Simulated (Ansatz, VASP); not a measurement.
# Cross-check of Li between VASP and Ansatz, part 2 of 2

Aim: how closely do two programs agree when they are given the same cell, functional and k mesh? The cell is taken from a series of runs on this material, whose earlier steps may have relaxed, scaled, displaced or heated it; both programs get it as it stands.

VASP 6.6.1 and Ansatz 0.2.0.

So far: The starting structure; VASP: zone-centre phonons, PBEsol with D4.

This is not the structure that Li takes at ambient pressure and room temperature (bcc); it is a model or a phase of other conditions.

### 3. Ansatz: zone-centre phonons, PBEsol with D4

Level of this step: Ansatz beside VASP: Kohn-Sham DFT, plane waves, PBEsol with D4 (Ansatz).

Ansatz runs on its default PAW (the set named soft_2) files.

The same cell, functional, mesh and smearing now go to Ansatz, which takes its cutoff from its data sets.

Contents of input.yaml:

```yaml
crystal:
  lattice:
    - [4.9149310094, 0.0, 0.0]
    - [-2.4574655047, 4.256455112, 0.0]
    - [0.0, 0.0, 2.8822033485]
  atoms:
    - { symbol: Li, position: [0.0, 0.0, 0.0] }
    - { symbol: Li, position: [0.6666666667, 0.3333333333, 0.5] }
    - { symbol: Li, position: [0.3333333333, 0.6666666667, 0.5] }
kpoints:
  mp_grid: { grid: [10, 10, 16] }
hamiltonian:
  xc: pbesol
  dispersion: d4
scf:
  occupations: { method: methfessel_paxton, width: 0.15 }
output:
  eigenvalues: true
phonons:
  method: dfpt
  qmesh: [2, 2, 4]
  temperatures: { t_max: 1000, t_step: 50 }
  qpath:
    path:
      - [[0.0, 0.0, 0.0], [0.5, 0.0, 0.0], [0.33333333, 0.33333333, 0.0], [0.0, 0.0, 0.0], [0.0, 0.0, 0.5], [0.5, 0.0, 0.5], [0.33333333, 0.33333333, 0.5], [0.0, 0.0, 0.5]]
      - [[0.5, 0.0, 0.5], [0.5, 0.0, 0.0]]
      - [[0.33333333, 0.33333333, 0.5], [0.33333333, 0.33333333, 0.0]]
    npoints: 10
```

Started as:

```console
ansatz run input.yaml --threads 4 --pin off --max-ram 7168MiB --backend cpu --events-out ev --progress --plain --runs-dir out
```

Numbers of over 12 decimals in the logs are rounded to 6 here.

The log of the run:

```text
Engine: ansatz 0.2.0, aarch64-unknown-linux-gnu
Pseudopotentials: kind: paw
Pseudopotential: Li, paw, valence charge 3, recommended cutoff 420 eV (normal), Li.paw.azcp
Functional definition: PBEsol
  exchange = pbesol_x
  correlation = pbesol_c
Crystal: 3 atoms, lattice volume = 60.296 Å³
Basis set: ecut = 420 eV, 1155 PW (Γ), exchange–correlation on 72×72×40 points (8 copies of the dense FFT grid, shifted against one another)
Bands: 9, of which v1, the nominal top of the filled ones, is band 5 counted from 1 (4 counted from 0)
Symmetry: 24 space group operations
k-points: 126 of 1600
Non-local potential: Li, projectors of the file, l = 0: 3, l = 1: 2, l = 2: 1
PAW form: soft (Blöchl's): semilocal exchange-correlation on the pseudo side does not see the compensation charge
PAW one-centre angular grid: Li, 110 points (default); XC on 64 Gauss nodes
Initial density: superposition of atomic densities (neutral atoms: chi_scale 0, normalization atom), corrected by the library's trained network
Initial wavefunctions: pseudopotential atomic-orbital guess
Functional: x = pbesol(κ = 0.804, μ = 0.123457), c = pbesol(β = 0.046)
SCF iter   1: F=—  HF=-608.994209 eV  |F-HF|=—  |Δ(HF+E_count)|=         —  Δρ=1.77e-3  dr2=1.84e-3  ethr=1.77e-3  ⟨swp⟩=4.0  Hψ=6589  notcnv=0
preconditioner: auto → none  [metal: Δε(μ)=0.034 eV  Ē_g=5.231 eV  σ=0.150 eV  W_gap=0.19  n_scr=6 (ndim 8)  ℏωp=8.3 eV  f_vac=0.000  D(μ)=1.56/eV (n_scr^D=6)  sad-step TF]
SCF iter   2: F=—  HF=-608.992379 eV  |F-HF|=—  |Δ(HF+E_count)|=   1.83e-3  S|Δr|=    0.00e0  Δρ=9.38e-4  dr2=7.82e-4  ethr=2.05e-5  ⟨swp⟩=2.0  Hψ=2529  notcnv=0
SCF iter   3: F=—  HF=-608.991925 eV  |F-HF|=—  |Δ(HF+E_count)|=   4.53e-4  S|Δr|=    0.00e0  Δρ=8.17e-5  dr2=7.95e-6  ethr=8.68e-6  ⟨swp⟩=2.2  Hψ=1655  notcnv=0
SCF iter   4: F=—  HF=-608.991923 eV  |F-HF|=—  |Δ(HF+E_count)|=   2.32e-6  S|Δr|=    0.00e0  Δρ=2.60e-5  dr2=6.46e-7  ethr=8.83e-8  ⟨swp⟩=1.9  Hψ=1298  notcnv=0
SCF iter   5: F=—  HF=-608.991923 eV  |F-HF|=—  |Δ(HF+E_count)|=   5.05e-7  S|Δr|=    0.00e0  Δρ=3.83e-6  dr2=1.29e-8  ethr=7.18e-9  ⟨swp⟩=1.0  Hψ=1095  notcnv=0
SCF iter   6: F=—  HF=-608.991923 eV  |F-HF|=—  |Δ(HF+E_count)|=   2.19e-9  S|Δr|=    0.00e0  Δρ=3.00e-7  dr2=7.13e-11  ethr=1.44e-10  ⟨swp⟩=1.1  Hψ=1106  notcnv=0
SCF iter   7: F=-608.991923 eV  HF=-608.991923 eV  |F-HF|=2.27e-13  |Δ(HF+E_count)|=  3.75e-11  S|Δr|=    0.00e0  Δρ=1.53e-8  dr2=1.50e-13  ethr=1.00e-12  ⟨swp⟩=4.8  Hψ=3841  notcnv=0
SCF 1 converged in 7 iterations: F = -608.991923 eV  dr2 = 1.50e-13
  greatest PAW one-centre occupation: 1.000 electrons in one spin orbital (limit 2), on the Li atom at site 0 (counted from 0), in its partial waves of l = 0
phonons: the bands overlap, so this run is a metal and interpolates without the dipole-dipole term. If the crystal is really an insulator or semiconductor, its LO-TO splitting is missing
NSCF: frozen V_eff on 126 k-points
NSCF: frozen V_eff on 279 k-points
DFPT response loops at q = (0, 0, 0) (fractional): preconditioner auto → Kerker (q_TF=auto, 1.987 Å⁻¹) (partly filled bands, converged f_vac=0.000); β = 1.00, the filter's whole step (`scf.mixing.beta` (0.50) is not read by the response loops under this deck's `scf.mixing.preconditioner`; to damp them name `kerker` or `kerker_dos`, under which they read `scf.mixing.beta`, and type it under 1.00, their step now; both keys bind the ground state too); Broyden in place of MSR1
NSCF: frozen V_eff on 992 k-points
DFPT response loops at q = (0, 0, 0.25) (fractional): mixed as the last ones told, above
NSCF: frozen V_eff on 558 k-points
DFPT response loops at q = (0, 0, -0.5) (fractional): mixed as the last ones told, above
NSCF: frozen V_eff on 558 k-points
DFPT response loops at q = (0, -0.5, 0) (fractional): mixed as the last ones told, above
NSCF: frozen V_eff on 992 k-points
DFPT response loops at q = (0, -0.5, 0.25) (fractional): mixed as the last ones told, above
NSCF: frozen V_eff on 558 k-points
DFPT response loops at q = (0, -0.5, -0.5) (fractional): mixed as the last ones told, above
SCF converged after 7 iterations
Stability not checked: this state was not tested for a lower state beside it, because cold or Methfessel-Paxton smearing, or corrected tetrahedra, fill the levels in a way that the test cannot read (fill_not_monotonic; see scf.lower_state_search)
Free energy (F): -608.991923 eV
Harris-Foulkes:  -608.991923 eV  (|F-HF|=2.27e-13)
Internal energy: -608.991368 eV  (E = F + TS)
E sigma→0 (E₀):  -608.991785 eV
Entropy (-TS):   -0.000555 eV (-0.185 meV/atom)
Fermi energy:    1.066893 eV
--- Per-component energies (eV) ---
  E_band       = -270.303878
  E_kinetic    = 63.590780
  E_local      = -395.580873  (includes V_loc(G=0)·N_el)
  E_nonlocal   = -99.578163
  E_hartree    = 117.280170
  E_xc         = -29.712213
  E_vxc        = -38.470295  (∫ρ·V_xc dr)
  E_paw        = -58.771179  (= ΣΔE_a)
  E_vpaw       = -34.825726  (= ΣTr[D̂ρ^β])
  E_aug_tail   = 0.000058  (compensation charges beyond the density's cutoff)
  E_ewald      = -206.186177
  E_disp       = -0.033772  (pairwise vdW)
  E_smearing   = -0.000555  (= −TS)
  E_closure    = -0.000000  (closes the sum)
  Σ components = -608.991923   (vs F -608.991923, Δ=0.00e0)
--- Band table (eV; the first three rows and the last of 126) ---
  k-point 0: bands = ["-44.9349", "-44.9124", "-44.8098", "-2.5242", "3.1635", "3.1635", "3.2223", "3.2223", "6.9447"]
  k-point 1: bands = ["-44.9344", "-44.9120", "-44.8093", "-2.4718", "3.2312", "3.2312", "3.2918", "3.2918", "6.8223"]
  k-point 2: bands = ["-44.9330", "-44.9108", "-44.8081", "-2.3146", "3.4339", "3.4339", "3.5005", "3.5005", "6.4198"]
  k-point 125: bands = ["-44.9127", "-44.9101", "-44.7982", "1.8605", "2.0437", "2.6158", "4.2660", "4.4420", "5.2393"]
--- Phonons (Γ-DFPT): 4 representative perturbations + reference (Σ response iterations 12) ---
  ASR residual: 3.279e-6 → 0.000e0 eV/Å²; symmetrization residual: 7.019e-8 eV/Å²
  pairwise dispersion correction: d4 (s6 = 1.0, s8 = 1.71885698, s9 = 1.0, a1 = 0.47901421, a2_bohr = 5.96771589), with the weights of each atom's references fixed at the reference crystal's, and the forces and stress that the weights' published response gives there kept as a pressure on the atom's counted neighbours (hamiltonian.dispersion)
  ASR residual per site (eV/Å²): 3.28e-6 2.03e-6 2.03e-6
  Γ frequencies (cm⁻¹): -100.62 0.00 0.00 0.00 170.11 272.47 272.47 308.85 308.85
--- Phonons (arbitrary-q DFPT): 6 irreducible q on the 2×2×4 mesh ---
  q = [0.0000, 0.0000, 0.0000] (star 1, of the zone-centre solve; hermiticity 9.16e-8, symmetrization 4.97e-13): -100.62 -0.00 -0.00 0.00 170.11 272.47 272.47 308.85 308.85
  q = [0.0000, 0.0000, 0.2500] (star 2, 4 solved perturbations in 1440 linear systems a pass and spin channel, the states on 496 of 1600 k-point pairs; hermiticity 1.20e-7, symmetrization 6.61e-13): 60.06 60.06 204.17 219.09 256.81 256.81 289.17 309.43 309.43
  q = [0.0000, 0.0000, -0.5000] (star 1, 4 solved perturbations in 810 linear systems a pass and spin channel, the states on 279 of 1600 k-point pairs; hermiticity 1.10e-8, symmetrization 2.97e-8): 146.00 146.00 232.65 232.65 303.62 332.56 332.56 339.88 345.20
  q = [0.0000, -0.5000, 0.0000] (star 3, 6 solved perturbations on 279 of 1600 k-point pairs; hermiticity 6.77e-7, symmetrization 3.21e-14): -64.66 57.90 141.93 159.83 164.03 190.85 231.11 263.41 329.80
  q = [0.0000, -0.5000, 0.2500] (star 6, 6 solved perturbations on 496 of 1600 k-point pairs; hermiticity 5.40e-7, symmetrization 1.73e-14): 137.46 139.93 199.03 212.86 214.67 242.64 250.04 293.69 323.47
  q = [0.0000, -0.5000, -0.5000] (star 3, 6 solved perturbations on 279 of 1600 k-point pairs; hermiticity 3.32e-7, symmetrization 3.92e-9): 74.59 151.36 176.52 207.19 236.42 313.62 314.23 324.23 345.98
  sum rule: each row above includes the acoustic sum rule's correction from the zone centre's row sums; it moved no ω² by more than (0.36 cm⁻¹)²
  mesh force constants: q→R imaginary residual 7.15e-18; ASR residual 3.279e-6 → 0.000e0 eV/Å²; symmetrization residual 8.882e-16 eV/Å²
  interpolated dispersion: 93 rows × 9 modes
  density of states and harmonic sums: on the 16×16×24 q-mesh, interpolated from the force constants of a 2×2×4 supercell (no non-analytic term)
  largest difference from the sums on the solved wave vectors: F 5.77e-2 eV, S 8.31e-5 and C_V 2.57e-5 eV/K
  zero-point energy: 0.120389 eV/cell   skipped modes (ω ≤ 0): 74, of them read as no rigid motion or as one in doubt: 71 (1.423e-1 modes/cell left out, lowest -100.62 cm⁻¹)   left out of the sums: 1.59e-2 of the cell's modes: C_V's classical limit lies that fraction below 3 k_B per atom; for a crystal, a wire or a layer, F and S can be off by more, and a phonons.interpolated_qmesh denser along its periods is the remedy for the sampling
```

### 4. Side by side

Known differences besides the potentials themselves: VASP's run holds the zone centre alone; the cutoff is 420 eV in Ansatz and 750 eV in VASP; Ansatz takes the dispersion share of the force constants at frozen C6 weights, VASP differentiates the full forces; VASP uses finite displacements, Ansatz perturbation theory. Total energies have different zeros and are not compared.

Both answers:

| quantity | Ansatz | VASP | difference |
| --- | --- | --- | --- |
| optical mode 1 (imaginary, printed as negative) (cm⁻¹) | -100.6 | -104.1 | +3.5 |
| optical mode 2 (cm⁻¹) | 170.1 | 166.3 | +2.27 % |
| optical mode 3 to 4 (cm⁻¹) | 272.5 | 270.5 | +0.73 % |
| optical mode 5 to 6 (cm⁻¹) | 308.9 | 307.5 | +0.45 % |

Modes are paired by rising frequency, not by their patterns, so a pair may set unlike modes beside each other; they are those without the splitting of longitudinal modes.

### 5. Outcome

| Item | Value |
| --- | --- |
| r.m.s. difference of the optical zone-centre modes, each program's sorted by frequency (zone-centre phonons, PBEsol with D4) | 2.5 cm⁻¹ |
| difference in optical mode 2 (zone-centre phonons, PBEsol with D4) | +2.3 % |

In words: The r.m.s. difference of the optical zone-centre modes, each program's sorted by frequency is 2.5 cm⁻¹ (zone-centre phonons, PBEsol with D4). Among the rows given in per cent, the largest difference of the zone-centre phonons, PBEsol with D4 pair is in optical mode 2, +2.3 %. How closely two codes agree says nothing of how well the functional describes the real material.

[Lines on the potential files, build, host, timing and source positions are cut from VASP's logs without a mark.]

[Logs are printed without paths, hosts, clocks, repeated set-up lines and the standing remarks that a program may print on its own settings, such as how far it seeks lower states.]

[Hosts, paths, dates, database ids (printed as entryN), source tags and the programs' standing remarks are cut or masked in the printed files.]
